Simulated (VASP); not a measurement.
# Ca3ZrN3 (Pc) in VASP: a series of runs

The runs below take Ca3ZrN3 through equation of state, with PBE.

All numbers are computed with VASP 6.6.1; they aren't measurements. Logs are shortened: lines on timing, memory, paths and dates and some standing lists are left out, and cuts for length are marked.

## (1) Starting point

The structure is monoclinic, space group Pc (No. 7). Conventional cell: a = 4.866 Å, b = 4.841 Å, c = 9.801 Å, α = 90.00°, β = 90.06°, γ = 90.00°. Ca (site symmetry 1) is surrounded by 4 N at 2.42 to 2.49 Å. Ca (site symmetry 1) has 4 N at 2.41 to 2.47 Å as nearest neighbours. Ca (site symmetry 1) has 4 N at 2.43 to 2.49 Å as nearest neighbours. Around Zr (site symmetry 1) lie 3 N at 2.11 to 2.15 Å. N (site symmetry 1) is surrounded by 1 Zr at 2.15 Å and 3 Ca at 2.41 to 2.47 Å. N (site symmetry 1) has 1 Zr at 2.11 Å as nearest neighbours. Around N (site symmetry 1) lie 1 Zr at 2.13 Å and 2 Ca at 2.41 to 2.43 Å.

The cell was built by a generator and needn't be a form met in nature.

## (2) Equation of state, PBE, 16.49 Å³/atom

Input file INCAR:

```
SYSTEM = Ca3ZrN3
ALGO = Normal
EDIFF = 1E-6
EDIFFG = -0.02
ENCUT = 520
GGA = PE
IBRION = 2
ISIF = 4
ISMEAR = 0
KPAR = 8
LASPH = .True.
LCHARG = .False.
LREAL = .False.
LWAVE = .False.
NELM = 100
NSW = 30
PREC = Accurate
SIGMA = 0.1
```

Input file KPOINTS:

```
k-points
0
Gamma
  6 6 4
  0 0 0
```

Input file POSCAR:

```
Ca3ZrN3
1.0
    4.8658100000      0.0000000000      0.0000000000
    0.0000000000      4.8413600000      0.0000000000
   -0.0109980000      0.0000000000      9.8007440000
Ca Zr N
6 2 6
Direct
    0.5030260000      0.5009400000      0.7476350000
    0.5030260000      0.4990600000      0.2476350000
    0.5035760000      0.9973170000      0.9983980000
    0.5035760000      0.0026830000      0.4983980000
    0.0021140000      0.9983330000      0.7475290000
    0.0021140000      0.0016670000      0.2475290000
    0.0260800000      0.4760050000      0.9852140000
    0.0260800000      0.5239950000      0.4852140000
    0.9982100000      0.0341760000      0.0005970000
    0.9982100000      0.9658240000      0.5005970000
    0.9989220000      0.4978210000      0.7709090000
    0.9989220000      0.5021790000      0.2709090000
    0.4612580000      0.5018940000      0.0003490000
    0.4612580000      0.4981060000      0.5003490000
```

Potentials or basis: VASP PAW PBE potentials, release 64 (Ca_sv, Zr_sv, N).

Command:

```sh
$ cat potpaw_PBE.64/Ca_sv/POTCAR potpaw_PBE.64/Zr_sv/POTCAR potpaw_PBE.64/N/POTCAR > POTCAR
$ mpirun -np 8 vasp_std > vasp.out
```

OUTCAR:

```text
SYSTEM = Ca3ZrN3
   EDIFF = 1E-6
   EDIFFG = -0.02
   ENCUT = 520
   GGA = PE
   IBRION = 2
   ISIF = 4
   ISMEAR = 0
   LASPH = .True.
   LREAL = .False.
   NELM = 100
   NSW = 30
   PREC = Accurate

 ion  position               nearest neighbor table
   1  0.503  0.501  0.748-  11 2.42  14 2.43  11 2.46   7 3.29   7 3.45   8 3.46
   2  0.503  0.499  0.248-  12 2.42  13 2.43  12 2.46   8 3.29   8 3.45   7 3.46
   3  0.504  0.997  0.998-  13 2.41   9 2.41  13 2.45   9 2.47   7 3.28   7 3.43   7 3.44
   4  0.504  0.003  0.498-  14 2.41  10 2.41  14 2.45  10 2.47   8 3.28   8 3.43   8 3.44
   5  0.002  0.998  0.748-  10 2.43  11 2.43  11 2.43   7 3.28   7 3.44   8 3.45
   6  0.002  0.002  0.248-   9 2.43  12 2.43  12 2.43   8 3.28   8 3.44   7 3.45
   7  0.026  0.476  0.985-  11 2.11  13 2.13   9 2.15   9 2.71  13 2.76  12 2.81   3 3.28   5 3.28
                             1 3.29   3 3.43   5 3.44   3 3.44   6 3.45   1 3.45   2 3.46
   8  0.026  0.524  0.485-  12 2.11  14 2.13  10 2.15  10 2.71  14 2.76  11 2.81   4 3.28   6 3.28
                             2 3.29   4 3.43   6 3.44   4 3.44   5 3.45   2 3.45   1 3.46
   9  0.998  0.034  0.001-   7 2.15   3 2.41   6 2.43   3 2.47   7 2.71
  10  0.998  0.966  0.501-   8 2.15   4 2.41   5 2.43   4 2.47   8 2.71
  11  0.999  0.498  0.771-   7 2.11   1 2.42   5 2.43   5 2.43   1 2.46   8 2.81
  12  0.999  0.502  0.271-   8 2.11   2 2.42   6 2.43   6 2.43   2 2.46   7 2.81
  13  0.461  0.502  0.000-   7 2.13   3 2.41   2 2.43   3 2.45   7 2.76
  14  0.461  0.498  0.500-   8 2.13   4 2.41   1 2.43   4 2.45   8 2.76

  LATTYP: Found a simple monoclinic cell.
 ALAT       =     4.8658100000
 B/A-ratio  =     0.9949751429
 C/A-ratio  =     2.0142073305
 COS(beta)  =    -0.0011221590

  Lattice vectors:

 A1 = (   4.8658100000,   0.0000000000,   0.0000000000)
 A2 = (   0.0000000000,   4.8413600000,   0.0000000000)
 A3 = (  -0.0109980000,   0.0000000000,   9.8007440000)

Analysis of symmetry for initial positions (statically):
=====================================================================
 Subroutine PRICEL returns:
 Original cell was already a primitive cell.

 Routine SETGRP: Setting up the symmetry group for a
 simple monoclinic supercell.

 Subroutine GETGRP returns: Found  2 space group operations
 (whereof  1 operations were pure point group operations)
 out of a pool of  4 trial point group operations.

The static configuration has the point symmetry C_1 .
 The point group associated with its full space group is C_1h.

Analysis of symmetry for dynamics (positions and initial velocities):
=====================================================================
 Subroutine PRICEL returns:
 Original cell was already a primitive cell.

 Routine SETGRP: Setting up the symmetry group for a
 simple monoclinic supercell.

 Subroutine GETGRP returns: Found  2 space group operations
 (whereof  1 operations were pure point group operations)
 out of a pool of  4 trial point group operations.

The dynamic configuration has the point symmetry C_1 .
 The point group associated with its full space group is C_1h.

 Subroutine INISYM returns: Found  2 space group operations
 (whereof  1 operations are pure point group operations),
 and found     1 'primitive' translations

----------------------------------------------------------------------------------------

                                     Primitive cell

  volume of cell :     230.8775

  direct lattice vectors                    reciprocal lattice vectors
     4.865810000  0.000000000  0.000000000     0.205515628  0.000000000  0.000230621
     0.000000000  4.841360000  0.000000000     0.000000000  0.206553530  0.000000000
    -0.010998000  0.000000000  9.800744000     0.000000000  0.000000000  0.102033070

  length of vectors
     4.865810000  4.841360000  9.800750171     0.205515758  0.206553530  0.102033070

  position of ions in fractional coordinates (direct lattice)
     0.503026000  0.500940000  0.747635000
     0.503026000  0.499060000  0.247635000
     0.503576000  0.997317000  0.998398000
     0.503576000  0.002683000  0.498398000
     0.002114000  0.998333000  0.747529000
     0.002114000  0.001667000  0.247529000
     0.026080000  0.476005000  0.985214000
     0.026080000  0.523995000  0.485214000
     0.998210000  0.034176000  0.000597000
     0.998210000  0.965824000  0.500597000
[... 36 lines left out ...]

  Length of vectors
     0.034252626  0.034425588  0.025508268

  Shift w.r.t. Gamma in fractional coordinates (k-lattice)
     0.000000000  0.000000000  0.000000000

 Subroutine IBZKPT returns following result:
 ===========================================

 Found     56 irreducible k-points:

 Following reciprocal coordinates:
            Coordinates               Weight
  0.000000  0.000000  0.000000      1.000000
  0.166667  0.000000  0.000000      2.000000
  0.333333  0.000000 -0.000000      2.000000
  0.500000  0.000000  0.000000      1.000000
  0.000000  0.166667  0.000000      2.000000
  0.166667  0.166667  0.000000      4.000000
[... 16 lines left out ...]
  0.000000  0.166667  0.250000      4.000000
  0.166667  0.166667  0.250000      4.000000
 [... further k-points ...]
   k-points           NKPTS =     56   k-points in BZ     NKDIM =     56   number of bands    NBANDS=     68
   number of dos      NEDOS =    301   number of ions     NIONS =     14
   total plane-waves  NPLWV = 103680
   dimension x,y,z NGX =    36 NGY =   36 NGZ =   80
   dimension x,y,z NGXF=    72 NGYF=   72 NGZF=  160
   ions per type =               6   2   6
   NGX,Y,Z   is equivalent  to a cutoff of  12.30, 12.36, 13.57 a.u.
   NGXF,Y,Z  is equivalent  to a cutoff of  24.60, 24.72, 27.14 a.u.
 SYSTEM =  Ca3ZrN3
   PREC   = accura    normal or accurate (medium, high low for compatibility)
   ISTART =      0    job   : 0-new  1-cont  2-samecut
   ICHARG =      2    charge: 1-file 2-atom 10-const
   ISPIN  =      1    spin polarized calculation?
   LNONCOLLINEAR =      F non collinear calculations
   LSORBIT =      F    spin-orbit coupling
   LASPH  =      T    aspherical Exc in radial PAW
   ENCUT  =  520.0 eV  38.22 Ry    6.18 a.u.   9.05  9.00 18.22*2*pi/ulx,y,z
   NELM   =    100;   NELMIN=  2; NELMDL= -5     # of ELM steps
   EDIFF  = 0.1E-05   stopping-criterion for ELM
   LREAL  =      F    real-space projection
   EDIFFG = -.2E-01   stopping-criterion for IOM
   NSW    =     30    number of steps for IOM
   IBRION =      2    ionic relax: 0-MD 1-quasi-New 2-CG
   NFREE  =      1    steps in history (QN), initial steepest desc. (CG)
   ISIF   =      4    stress and relaxation
   ISYM   =      2    0-nonsym 1-usesym 2-fastsym
   POTIM  = 0.5000    time-step for ionic-motion
   TEBEG  =    0.0;   TEEND  =   0.0 temperature during run
   PSTRESS=    0.0 pullay stress
   NELECT =     114.0000    total number of electrons
   NUPDOWN=      -1.0000    fix difference up-down
   EMIN   =  10.00;   EMAX   =-10.00  energy-range for DOS
   EFERMI =   0.00;   METHOD = LEGACY
   ISMEAR =     0;   SIGMA  =   0.10  broadening in eV -4-tet -1-fermi 0-gaus
   EFERMI_NEDOS =   21; number of points for ismear=-14 and -15
   IALGO  =     38    algorithm
   IMIX   =      4    mixing-type and parameters
     AMIX     =   0.40;   BMIX     =  1.00
     AMIX_MAG =   1.60;   BMIX_MAG =  1.00
  volume/ion in A,a.u.               =      16.49       111.29
  Fermi-wavevector in a.u.,A,eV,Ry     =   1.293945  2.445202 22.780160  1.674294
  Thomas-Fermi vector in A             =   2.425559
   LORBIT       =      0    0 simple, 1 ext, 2 COOP (PROOUT), +10 PAW based schemes
   GGA     = PE    functional components
   LHFCALC =     F    Hartree Fock is set to
   AEXX    =    0.0000 exact exchange contribution
   IVDW    =     0    specifies the selected vdW correction
   LEPSILON=     F    determine dielectric tensor
   LRPA    =     F    only Hartree local field effects (RPA)
 conjugate gradient relaxation of ions
 non-spin polarized calculation
 Gauss-broadening in eV      SIGMA  =   0.10
  energy-cutoff  :      520.00
  volume of cell :      230.88
 maximum number of plane-waves:      6256
   NGX = 19   NGY = 19   NGZ = 37

 number of electron     113.9999997 magnetization

 Free energy of the ion-electron system (eV)
  ---------------------------------------------------
  ext. energy  EPLUGINS =         0.00000000
  ---------------------------------------------------
  free energy    TOTEN  =       -93.21617065 eV

  energy without entropy =      -93.19984175  energy(sigma->0) =      -93.20800620

 E-fermi :   4.9671     XC(G=0): -10.2959

 val. band max:        4.9571844875   @ k =  -0.1667   0.5000   0.2500
 cond. band min:       4.9830619770   @ k =   0.1667   0.1667   0.0000
 fundamental gap:      0.0258774894
 Fermi energy:         4.9671480643

 k-point     1 :       0.0000    0.0000    0.0000
  band No.  band energies     occupation
      1     -43.5788      2.00000
      2     -43.5786      2.00000
      3     -34.7673      2.00000
      4     -34.7589      2.00000
      5     -34.6811      2.00000
      6     -34.6781      2.00000
[... 1693 lines left out ...]
     67       8.3704      0.00000
     68       8.5397      0.00000

 [... further k-points ...]

------------------------ aborting loop because EDIFF is reached ----------------------------------------

  FORCE on cell =-STRESS in cart. coord.  units (eV):
  Direction    XX          YY          ZZ          XY          YZ          ZX
  --------------------------------------------------------------------------------------
  -------------------------------------------------------------------------------------
  Total        0.0518186      0.0661811     -0.0626603      0.0000000      0.0000000     -0.0100035
  in kB        0.3595960      0.4592646     -0.4348318      0.0000000      0.0000000     -0.0694195
  external PRESSURE =       0.1280096 kB  Pullay stress =       0.0000000 kB

 VOLUME and BASIS-vectors are now :
 -----------------------------------------------------------------------------
  energy-cutoff  :      520.00
  volume of cell :      230.88
      direct lattice vectors                 reciprocal lattice vectors
     4.865810000  0.000000000  0.000000000     0.205515628  0.000000000  0.000230621
     0.000000000  4.841360000  0.000000000     0.000000000  0.206553530  0.000000000
    -0.010998000  0.000000000  9.800744000     0.000000000  0.000000000  0.102033070

 POSITION                                       TOTAL-FORCE (eV/Angst)
 -----------------------------------------------------------------------------------
      2.43941      2.42523      7.32738        -0.001724     -0.000020      0.003078
      2.44491      2.41613      2.42701        -0.001724      0.000020      0.003078
      2.43932      4.82837      9.78504        -0.000370      0.003322      0.003944
      2.44482      0.01299      4.88467        -0.000370     -0.003322      0.003944
      0.00206      4.83329      7.32634        -0.000910      0.000320      0.001147
      0.00756      0.00807      2.42597        -0.000910     -0.000320      0.001147
      0.11606      2.30451      9.65583         0.012363     -0.001173      0.007744
      0.12156      2.53685      4.75546         0.012363      0.001173      0.007744
      4.85709      0.16546      0.00585         0.002355      0.001899     -0.006326
      4.85159      4.67590      4.90622         0.002355     -0.001899     -0.006326
      4.85209      2.41013      7.55548        -0.003089      0.001895     -0.000513
      4.85759      2.43123      2.65511        -0.003089     -0.001895     -0.000513
      2.24439      2.42985      0.00342        -0.008624     -0.010880     -0.009074
      2.23889      2.41151      4.90379        -0.008624      0.010880     -0.009074
 -----------------------------------------------------------------------------------
    total drift:                                0.000353     -0.000000      0.000143

  FREE ENERGIE OF THE ION-ELECTRON SYSTEM (eV)
  ---------------------------------------------------
  free  energy   TOTEN  =       -93.2161706458 eV

  energy  without entropy=      -93.1998417538  energy(sigma->0) =      -93.20800620

 reached required accuracy - stopping structural energy minimisation
```

It took 84 s on 8 MPI ranks of AMD EPYC 9R45 (Zen 5), shared host; peak memory 0.76 GiB.

Results:

| Quantity | Value |
| --- | --- |
| Free energy | -93.2162 eV |
| Pressure | 0.0 GPa |
| Largest force | 0.017 eV/Å |
| Band gap on the k mesh | none (metal or under the smearing width) |

## (3) Equation of state, PBE, 16.00 Å³/atom (volume scaled by 0.97)

INCAR is that of step 2.

KPOINTS is that of step 2.

Edit POSCAR of step 2 so:

```diff
@@ -2,5 +2,5 @@
 1.0
-    4.8658100000      0.0000000000      0.0000000000
-    0.0000000000      4.8413600000      0.0000000000
-   -0.0109980000      0.0000000000      9.8007440000
+    4.8166570435      0.0000000000      0.0000000000
+    0.0000000000      4.7924540301      0.0000000000
+   -0.0108869015      0.0000000000      9.7017398170
 Ca Zr N
```

Potentials or basis: VASP PAW PBE potentials, release 64 (Ca_sv, Zr_sv, N).

Command:

```sh
$ cat potpaw_PBE.64/Ca_sv/POTCAR potpaw_PBE.64/Zr_sv/POTCAR potpaw_PBE.64/N/POTCAR > POTCAR
$ mpirun -np 8 vasp_std > vasp.out
```

Run time: 3.1 min. Hardware: 8 MPI ranks of AMD EPYC 9R45 (Zen 5), shared host; peak memory 0.81 GiB.

Results (log left out):

```yaml
Free_energy: -93.1593 eV
Pressure: 2.5 GPa
Largest_force: 0.020 eV/Å
Band_gap_on_the_k_mesh: none (metal or under the smearing width)
```

## (4) Equation of state, PBE, 16.99 Å³/atom (volume scaled by 1.03)

INCAR is that of step 3.

KPOINTS is that of step 3.

Edit POSCAR of step 3 so:

```diff
@@ -2,5 +2,5 @@
 1.0
-    4.8166570435      0.0000000000      0.0000000000
-    0.0000000000      4.7924540301      0.0000000000
-   -0.0108869015      0.0000000000      9.7017398170
+    4.9139894700      0.0000000000      0.0000000000
+    0.0000000000      4.8892973750      0.0000000000
+   -0.0111068982      0.0000000000      9.8977873805
 Ca Zr N
```

Command:

```sh
$ cat potpaw_PBE.64/Ca_sv/POTCAR potpaw_PBE.64/Zr_sv/POTCAR potpaw_PBE.64/N/POTCAR > POTCAR
$ mpirun -np 8 vasp_std > vasp.out
```

Wall time 4.1 min (8 MPI ranks of AMD EPYC 9R45 (Zen 5), shared host); peak memory 0.82 GiB.

It converged, with:

* Free energy: -93.1756 eV
* Pressure: -2.0 GPa
* Largest force: 0.018 eV/Å
* Band gap on the k mesh: none (metal or under the smearing width)

## (5) Equation of state, PBE, 15.50 Å³/atom (volume scaled by 0.94)

INCAR is that of step 4.

KPOINTS is that of step 4.

Edit POSCAR of step 4 so:

```diff
@@ -2,5 +2,5 @@
 1.0
-    4.9139894700      0.0000000000      0.0000000000
-    0.0000000000      4.8892973750      0.0000000000
-   -0.0111068982      0.0000000000      9.8977873805
+    4.7664798836      0.0000000000      0.0000000000
+    0.0000000000      4.7425290033      0.0000000000
+   -0.0107734880      0.0000000000      9.6006726775
 Ca Zr N
```

Command:

```sh
$ cat potpaw_PBE.64/Ca_sv/POTCAR potpaw_PBE.64/Zr_sv/POTCAR potpaw_PBE.64/N/POTCAR > POTCAR
$ mpirun -np 8 vasp_std > vasp.out
```

Run time: 5 min. Hardware: 8 MPI ranks of AMD EPYC 9R45 (Zen 5), shared host; peak memory 0.78 GiB.

It converged, with:

- Free energy: -92.9859 eV
- Pressure: 5.4 GPa
- Largest force: 0.019 eV/Å
- Band gap on the k mesh: none (metal or under the smearing width)

## (6) Equation of state, PBE, 17.48 Å³/atom (volume scaled by 1.06)

INCAR is that of step 5.

KPOINTS is that of step 5.

Edit POSCAR of step 5 so:

```diff
@@ -2,5 +2,5 @@
 1.0
-    4.7664798836      0.0000000000      0.0000000000
-    0.0000000000      4.7425290033      0.0000000000
-   -0.0107734880      0.0000000000      9.6006726775
+    4.9612422675      0.0000000000      0.0000000000
+    0.0000000000      4.9363127340      0.0000000000
+   -0.0112137018      0.0000000000      9.9929642517
 Ca Zr N
```

Potentials or basis: VASP PAW PBE potentials, release 64 (Ca_sv, Zr_sv, N).

Command:

```sh
$ cat potpaw_PBE.64/Ca_sv/POTCAR potpaw_PBE.64/Zr_sv/POTCAR potpaw_PBE.64/N/POTCAR > POTCAR
$ mpirun -np 8 vasp_std > vasp.out
```

It took 5.6 min on 8 MPI ranks of AMD EPYC 9R45 (Zen 5), shared host; peak memory 0.86 GiB.

The run converged. Its results:

| Quantity | Value |
| --- | --- |
| Free energy | -93.0532 eV |
| Pressure | -3.8 GPa |
| Largest force | 0.019 eV/Å |
| Band gap on the k mesh | none (metal or under the smearing width) |
